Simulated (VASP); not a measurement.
# MgCd2S3 (I-4m2) in VASP: further runs

One crystal, MgCd2S3, is run at these levels: PBE; tasks: relaxation of cell and atoms.

Everything below comes from runs of VASP 6.6.1. Logs are shortened: lines on timing, memory, paths and dates and some standing lists are left out, and cuts for length are marked.

## (1) Starting point

The structure is tetragonal, space group I-4m2 (No. 119). The conventional cell has a = 4.152 Å, b = 4.152 Å, c = 17.554 Å, α = 90.00°, β = 90.00°, γ = 90.00°. Mg (site symmetry -4m2) has 4 S at 2.48 Å as nearest neighbours. Around Cd (site symmetry 2mm) lie 4 S at 2.57 to 2.58 Å. Around S (site symmetry 2mm) lie 2 Mg at 2.48 Å and 2 Cd at 2.58 Å. Around S (site symmetry -4m2) lie 4 Cd at 2.57 Å.

The cell was built by a generator and needn't be a form met in nature.

## (2) Relaxation of cell and atoms, PBE

INCAR reads:

```
SYSTEM = MgCd2S3
ALGO     = Normal         ! electronic algorithm
EDIFF    = 1E-6           ! SCF threshold, eV
EDIFFG   = -0.01          ! ionic threshold
ENCUT    = 520            ! plane-wave cutoff, eV
GGA      = PE             ! functional
IBRION   = 2              ! ionic algorithm
ISIF     = 3              ! what is computed and relaxed
ISMEAR   = 0              ! smearing method
KPAR     = 4            
LASPH    = .True.         ! aspherical terms in the spheres
LCHARG   = .False.        ! write CHGCAR
LREAL    = .False.        ! projectors in reciprocal space
LWAVE    = .False.        ! write WAVECAR
NELM     = 120            ! most SCF steps
NSW      = 90             ! ionic steps
PREC     = Accurate       ! precision mode
SIGMA    = 0.03           ! smearing width, eV
```

KPOINTS reads:

```
k-points
0
Gamma
  8 8 8
  0 0 0
```

POSCAR reads:

```
MgCd2S3
1.0
   -2.0760000000      2.0760000000      8.7770000000
    2.0760000000     -2.0760000000      8.7770000000
    2.0760000000      2.0760000000     -8.7770000000
Mg Cd S
1 2 3
Direct
    0.0000000000      0.0000000000      0.0000000000
    0.6641221400      0.6641221400      0.0000000000
    0.3358778600      0.3358778600      0.0000000000
    0.9231514200      0.4231514200      0.5000000000
    0.5768485800      0.0768485800      0.5000000000
    0.2500000000      0.7500000000      0.5000000000
```

Potentials or basis: VASP PAW PBE potentials, release 64 (Mg, Cd, S).

Started as:

```
$ cat potpaw_PBE.64/Mg/POTCAR potpaw_PBE.64/Cd/POTCAR potpaw_PBE.64/S/POTCAR > POTCAR
$ mpirun -np 4 vasp_std > vasp.out
```

OUTCAR:

```text
SYSTEM = MgCd2S3
   EDIFF = 1E-6
   EDIFFG = -0.01
   ENCUT = 520
   GGA = PE
   IBRION = 2
   ISIF = 3
   ISMEAR = 0
   LASPH = .True.
   LREAL = .False.
   NELM = 120
   NSW = 90
   PREC = Accurate

 ion  position               nearest neighbor table
   1  0.000  0.000  0.000-   5 2.48   4 2.48   5 2.48   4 2.48
   2  0.664  0.664  0.000-   6 2.57   6 2.57   5 2.58   5 2.58
   3  0.336  0.336  0.000-   6 2.57   6 2.57   4 2.58   4 2.58
   4  0.923  0.423  0.500-   1 2.48   1 2.48   3 2.58   3 2.58
   5  0.577  0.077  0.500-   1 2.48   1 2.48   2 2.58   2 2.58
   6  0.250  0.750  0.500-   2 2.57   3 2.57   3 2.57   2 2.57

  LATTYP: Found a body centered tetragonal cell.
 ALAT       =     4.1520000000
 C/A-ratio  =     4.2278420039

  Lattice vectors:

 A1 = (  -2.0760000000,   2.0760000000,   8.7770000000)
 A2 = (   2.0760000000,  -2.0760000000,   8.7770000000)
 A3 = (   2.0760000000,   2.0760000000,  -8.7770000000)

Analysis of symmetry for initial positions (statically):
=====================================================================
 Subroutine PRICEL returns:
 Original cell was already a primitive cell.

 Routine SETGRP: Setting up the symmetry group for a
 body centered tetragonal supercell.

 Subroutine GETGRP returns: Found  8 space group operations
 (whereof  8 operations were pure point group operations)
 out of a pool of 16 trial point group operations.

The static configuration has the point symmetry D_2d.

Analysis of symmetry for dynamics (positions and initial velocities):
=====================================================================
 Subroutine PRICEL returns:
 Original cell was already a primitive cell.

 Routine SETGRP: Setting up the symmetry group for a
 body centered tetragonal supercell.

 Subroutine GETGRP returns: Found  8 space group operations
 (whereof  8 operations were pure point group operations)
 out of a pool of 16 trial point group operations.

The dynamic configuration has the point symmetry D_2d.

 Subroutine INISYM returns: Found  8 space group operations
 (whereof  8 operations are pure point group operations),
 and found     1 'primitive' translations

----------------------------------------------------------------------------------------

                                     Primitive cell

  volume of cell :     151.3076

  direct lattice vectors                    reciprocal lattice vectors
    -2.076000000  2.076000000  8.777000000     0.000000000  0.240847784  0.056967073
     2.076000000 -2.076000000  8.777000000     0.240847784  0.000000000  0.056967073
     2.076000000  2.076000000 -8.777000000     0.240847784  0.240847784  0.000000000

  length of vectors
     9.255013830  9.255013830  9.255013830     0.247493237  0.247493237  0.340610203

  position of ions in fractional coordinates (direct lattice)
     0.000000000  0.000000000  0.000000000
     0.664122140  0.664122140  0.000000000
     0.335877860  0.335877860  0.000000000
     0.923151420  0.423151420  0.500000000
     0.576848580  0.076848580  0.500000000
     0.250000000  0.750000000  0.500000000

  ion indices of the primitive-cell ions
   primitive index   ion index
                 1           1
                 2           2
                 3           3
                 4           4
                 5           5
                 6           6

----------------------------------------------------------------------------------------

 KPOINTS: k-points

Automatic generation of k-mesh.
 Grid dimensions read from file:
 generate k-points for:    8    8    8

 Generating k-lattice:

  Cartesian coordinates                     Fractional coordinates (reciprocal lattice)
     0.000000000  0.030105973  0.007120884     0.125000000 -0.000000000  0.000000000
     0.030105973  0.000000000  0.007120884    -0.000000000  0.125000000  0.000000000
     0.030105973  0.030105973  0.000000000     0.000000000  0.000000000  0.125000000

  Length of vectors
     0.030936655  0.030936655  0.042576275

  Shift w.r.t. Gamma in fractional coordinates (k-lattice)
     0.000000000  0.000000000  0.000000000

 Subroutine IBZKPT returns following result:
 ===========================================

 Found     59 irreducible k-points:

 Following reciprocal coordinates:
            Coordinates               Weight
  0.000000  0.000000  0.000000      1.000000
  0.125000 -0.000000  0.000000      8.000000
  0.250000 -0.000000  0.000000      8.000000
  0.375000 -0.000000  0.000000      8.000000
  0.500000 -0.000000  0.000000      4.000000
  0.125000  0.125000  0.000000      8.000000
[... 16 lines left out ...]
  0.250000  0.125000  0.125000     16.000000
  0.375000  0.125000  0.125000      8.000000
 [... further k-points ...]
   k-points           NKPTS =     59   k-points in BZ     NKDIM =     59   number of bands    NBANDS=     26
   number of dos      NEDOS =    301   number of ions     NIONS =      6
   total plane-waves  NPLWV = 343000
   dimension x,y,z NGX =    70 NGY =   70 NGZ =   70
   dimension x,y,z NGXF=   140 NGYF=  140 NGZF=  140
   ions per type =               1   2   3
   NGX,Y,Z   is equivalent  to a cutoff of  12.57, 12.57, 12.57 a.u.
   NGXF,Y,Z  is equivalent  to a cutoff of  25.15, 25.15, 25.15 a.u.
 SYSTEM =  MgCd2S3
   PREC   = accura    normal or accurate (medium, high low for compatibility)
   ISTART =      0    job   : 0-new  1-cont  2-samecut
   ICHARG =      2    charge: 1-file 2-atom 10-const
   ISPIN  =      1    spin polarized calculation?
   LNONCOLLINEAR =      F non collinear calculations
   LSORBIT =      F    spin-orbit coupling
   LASPH  =      T    aspherical Exc in radial PAW
   ENCUT  =  520.0 eV  38.22 Ry    6.18 a.u.  17.21 17.21 17.21*2*pi/ulx,y,z
   NELM   =    120;   NELMIN=  2; NELMDL= -5     # of ELM steps
   EDIFF  = 0.1E-05   stopping-criterion for ELM
   LREAL  =      F    real-space projection
   EDIFFG = -.1E-01   stopping-criterion for IOM
   NSW    =     90    number of steps for IOM
   IBRION =      2    ionic relax: 0-MD 1-quasi-New 2-CG
   NFREE  =      1    steps in history (QN), initial steepest desc. (CG)
   ISIF   =      3    stress and relaxation
   ISYM   =      2    0-nonsym 1-usesym 2-fastsym
   POTIM  = 0.5000    time-step for ionic-motion
   TEBEG  =    0.0;   TEEND  =   0.0 temperature during run
   PSTRESS=    0.0 pullay stress
   NELECT =      44.0000    total number of electrons
   NUPDOWN=      -1.0000    fix difference up-down
   EMIN   =  10.00;   EMAX   =-10.00  energy-range for DOS
   EFERMI =   0.00;   METHOD = LEGACY
   ISMEAR =     0;   SIGMA  =   0.03  broadening in eV -4-tet -1-fermi 0-gaus
   EFERMI_NEDOS =   21; number of points for ismear=-14 and -15
   IALGO  =     38    algorithm
   IMIX   =      4    mixing-type and parameters
     AMIX     =   0.40;   BMIX     =  1.00
     AMIX_MAG =   1.60;   BMIX_MAG =  1.00
  volume/ion in A,a.u.               =      25.22       170.18
  Fermi-wavevector in a.u.,A,eV,Ry     =   1.084606  2.049609 16.005497  1.176371
  Thomas-Fermi vector in A             =   2.220700
   LORBIT       =      0    0 simple, 1 ext, 2 COOP (PROOUT), +10 PAW based schemes
   GGA     = PE    functional components
   LHFCALC =     F    Hartree Fock is set to
   AEXX    =    0.0000 exact exchange contribution
   IVDW    =     0    specifies the selected vdW correction
   LEPSILON=     F    determine dielectric tensor
   LRPA    =     F    only Hartree local field effects (RPA)
 conjugate gradient relaxation of ions
 non-spin polarized calculation
 Gauss-broadening in eV      SIGMA  =   0.03
  energy-cutoff  :      520.00
  volume of cell :      151.31
 maximum number of plane-waves:      4104
 NGX is ok and might be reduce to    70
   NGX = 35   NGY = 35   NGZ = 35

--------------------------------------- Ionic step        1  -------------------------------------------

 number of electron      44.0000004 magnetization

 Free energy of the ion-electron system (eV)
  ---------------------------------------------------
  ext. energy  EPLUGINS =         0.00000000
  ---------------------------------------------------
  free energy    TOTEN  =       -20.75624410 eV

  energy without entropy =      -20.75624410  energy(sigma->0) =      -20.75624410

------------------------ aborting loop because EDIFF is reached ----------------------------------------

  FORCE on cell =-STRESS in cart. coord.  units (eV):
  Direction    XX          YY          ZZ          XY          YZ          ZX
  --------------------------------------------------------------------------------------
  -------------------------------------------------------------------------------------
  Total       -0.2822123     -0.2822123     -0.3360098      0.0000000      0.0000000      0.0000000
  in kB       -2.9883109     -2.9883109     -3.5579653      0.0000000      0.0000000      0.0000000
  external PRESSURE =      -3.1781957 kB  Pullay stress =       0.0000000 kB
[... 145 lines left out ...]
  energy  without entropy=      -20.7580837446  energy(sigma->0) =      -20.75808374

--------------------------------------- Ionic step        5  -------------------------------------------

 number of electron      44.0000003 magnetization

 Free energy of the ion-electron system (eV)
  ---------------------------------------------------
  ext. energy  EPLUGINS =         0.00000000
  ---------------------------------------------------
  free energy    TOTEN  =       -20.75809982 eV

  energy without entropy =      -20.75809982  energy(sigma->0) =      -20.75809982

 E-fermi :   1.1154     XC(G=0):  -8.7401

 val. band max:        0.9704360980   @ k =   0.0000   0.0000   0.0000
 cond. band min:       2.6205655630   @ k =   0.0000   0.0000   0.0000
 fundamental gap:      1.6501294650
 Fermi energy:         1.1153705653

 k-point     1 :       0.0000    0.0000    0.0000
  band No.  band energies     occupation
      1     -10.8872      2.00000
      2     -10.5270      2.00000
      3     -10.2979      2.00000
      4      -6.3482      2.00000
      5      -6.3482      2.00000
      6      -6.3096      2.00000
[... 685 lines left out ...]
     25       5.9056      0.00000
     26       6.1990      0.00000

 [... further k-points ...]
[... 5 lines left out ...]
  --------------------------------------------------------------------------------------
  -------------------------------------------------------------------------------------
  Total        0.0055299      0.0055299     -0.0173925      0.0000000      0.0000000      0.0000000
  in kB        0.0588960      0.0588960     -0.1852390      0.0000000      0.0000000      0.0000000
  external PRESSURE =      -0.0224823 kB  Pullay stress =       0.0000000 kB
[... 21 lines left out ...]
  FREE ENERGIE OF THE ION-ELECTRON SYSTEM (eV)
  ---------------------------------------------------
  free  energy   TOTEN  =       -20.7580998235 eV

  energy  without entropy=      -20.7580998235  energy(sigma->0) =      -20.75809982

 reached required accuracy - stopping structural energy minimisation
```

Wall time 7.4 min (4 MPI ranks of Intel Xeon Platinum 8488C (Sapphire Rapids), shared host); peak memory 0.92 GiB.

What came out:

- Free energy: -20.7581 eV
- Relaxed volume: 25.07 Å³/atom
- Relaxed cell: a = 9.232 Å, b = 9.232 Å, c = 9.232 Å, α = 154.05°, β = 154.05°, γ = 37.02°
- Space group after relaxing (to 0.05 Å): I-4m2 (No. 119)
- Energy gained by relaxing: 0.3 meV/atom
- Ionic steps: 5
- Pressure after relaxing: 0.0 GPa
- Largest force after relaxing: 0.006 eV/Å
- Band gap on the k mesh: 1.65 eV, direct

Forces in eV/Å, atoms in the order of the input:
```
Mg   0.000  0.000  0.000
Cd   0.000  0.000  0.000
Cd   0.000  0.000  0.000
S    0.000  0.000  0.006
S    0.000  0.000 -0.006
S    0.000  0.000  0.000
```

Step by step:
| step | energy change (eV) | largest force (eV/Å) | pressure (GPa) | volume (Å³) |
| --- | --- | --- | --- | --- |
| 1 | 0.0000 | 0.0790 | -0.32 | 151.31 |
| 2 | -0.0017 | 0.0345 | 0.07 | 150.21 |
| 3 | -0.0017 | 0.0357 | 0.07 | 150.23 |
| 4 | -0.0018 | 0.0117 | 0.02 | 150.37 |
| 5 | -0.0019 | 0.0059 | 0.00 | 150.43 |

Final structure:
```cif
data_structure
_symmetry_space_group_name_H-M 'P 1'
_symmetry_Int_Tables_number 1
_cell_length_a 9.2322
_cell_length_b 9.2322
_cell_length_c 9.2322
_cell_angle_alpha 154.053
_cell_angle_beta 154.053
_cell_angle_gamma 37.023
_cell_volume 150.43
loop_
_atom_site_label
_atom_site_type_symbol
_atom_site_fract_x
_atom_site_fract_y
_atom_site_fract_z
_atom_site_occupancy
Mg1 Mg 0.00000 0.00000 0.00000 1
Cd1 Cd 0.66373 0.66373 0.00000 1
Cd2 Cd 0.33627 0.33627 0.00000 1
S1 S 0.92282 0.42282 0.50000 1
S2 S 0.57718 0.07718 0.50000 1
S3 S 0.25000 0.75000 0.50000 1
```

Levels at points of the mesh, in eV from the valence-band top:
```
           k point  band 18  band 19  band 20  band 21  band 22  band 23  band 24  band 25  band 26
(0.00, 0.00, 0.00)    -1.08    -1.08    -0.10     0.00     0.00     1.65     4.17     4.19     4.67
(0.50, 0.00, 0.00)    -1.33    -0.98    -0.60    -0.53    -0.45     3.34     4.06     4.99     6.19
(0.50, 0.50, 0.00)    -1.81    -1.78    -1.75    -1.53    -1.51     3.65     4.32     4.75     4.89
(0.50, 0.50, 0.50)    -1.01    -0.67    -0.67    -0.26    -0.26     2.88     3.39     3.82     4.75
```

## (3) Relaxation of cell and atoms, PBE

This run uses another cell than the first one, of 25.07 Å³/atom, 0.994 times its volume.

INCAR: that of step 2 with these lines changed.

```diff
@@ -2,4 +2,4 @@
 ALGO     = Normal         ! electronic algorithm
-EDIFF    = 1E-6           ! SCF threshold, eV
-EDIFFG   = -0.01          ! ionic threshold
+EDIFF    = 1E-7           ! SCF threshold, eV
+EDIFFG   = -0.005         ! ionic threshold
 ENCUT    = 520            ! plane-wave cutoff, eV
@@ -15,3 +15,4 @@
 NELM     = 120            ! most SCF steps
-NSW      = 90             ! ionic steps
+NSW      = 60             ! ionic steps
+POTIM    = 0.3            ! step
 PREC     = Accurate       ! precision mode
```

KPOINTS is that of step 2.

POSCAR reads:

```
MgCd2S3                                 
1.0
   -2.0726451052      2.0726451052      8.7544881701
    2.0726451052     -2.0726451052      8.7544881701
    2.0726451052      2.0726451052     -8.7544881701
  Mg              Cd              S             
     1     2     3
Direct
     0.0000000000000000    0.0000000000000000    0.0000000000000000
     0.6637299643055463    0.6637299643055463    0.0000000000000000
     0.3362700356944537    0.3362700356944537    1.0000000000000000
     0.9228216004890077    0.4228216004890150    0.5000000000000000
     0.5771783995109923    0.0771783995109850    0.5000000000000000
     0.2500000000000000    0.7500000000000000    0.5000000000000000
```

Potentials or basis: VASP PAW PBE potentials, release 64 (Mg, Cd, S).

Started as:

```
$ cat potpaw_PBE.64/Mg/POTCAR potpaw_PBE.64/Cd/POTCAR potpaw_PBE.64/S/POTCAR > POTCAR
$ mpirun -np 4 vasp_std > vasp.out
```

It took 4.5 min on 4 MPI ranks of Intel Xeon Platinum 8488C (Sapphire Rapids), shared host; peak memory 0.87 GiB.

The run converged. Its results:

- Free energy: -20.7580 eV
- Energy gained by relaxing: 0.0 meV/atom
- Ionic steps: 2
- Pressure after relaxing: 0.0 GPa
- Largest force after relaxing: 0.005 eV/Å
- Band gap on the k mesh: 1.65 eV, direct

Forces on the atoms (eV/Å):
```
Mg   0.000  0.000  0.000
Cd   0.000  0.000  0.000
Cd   0.000  0.000  0.000
S    0.000  0.000  0.005
S    0.000  0.000 -0.005
S    0.000  0.000  0.000
```

Final structure:
```yaml
crystal:
  lattice:
    - [-2.07272, 2.07272, 8.75381]
    - [2.07272, -2.07272, 8.75381]
    - [2.07272, 2.07272, -8.75381]
  atoms:
    - { symbol: Mg, position: [0.00000, 0.00000, 0.00000] }
    - { symbol: Cd, position: [0.66373, 0.66373, 0.00000] }
    - { symbol: Cd, position: [0.33627, 0.33627, 0.00000] }
    - { symbol: S, position: [0.92283, 0.42283, 0.50000] }
    - { symbol: S, position: [0.57717, 0.07717, 0.50000] }
    - { symbol: S, position: [0.25000, 0.75000, 0.50000] }
```

Levels at points of the mesh, in eV from the valence-band top:
| k point | band 18 | band 19 | band 20 | band 21 | band 22 | band 23 | band 24 | band 25 | band 26 |
| --- | --- | --- | --- | --- | --- | --- | --- | --- | --- |
| (0.00, 0.00, 0.00) | -1.08 | -1.08 | -0.10 | 0.00 | 0.00 | 1.65 | 4.17 | 4.19 | 4.67 |
| (0.50, 0.00, 0.00) | -1.33 | -0.98 | -0.60 | -0.53 | -0.45 | 3.34 | 4.06 | 4.99 | 6.19 |
| (0.50, 0.50, 0.00) | -1.81 | -1.78 | -1.75 | -1.53 | -1.51 | 3.65 | 4.32 | 4.75 | 4.89 |
| (0.50, 0.50, 0.50) | -1.01 | -0.67 | -0.67 | -0.26 | -0.26 | 2.88 | 3.39 | 3.82 | 4.75 |

A k mesh can miss the band edges. A hybrid or GW would open this gap; PBE tends to underestimate it.
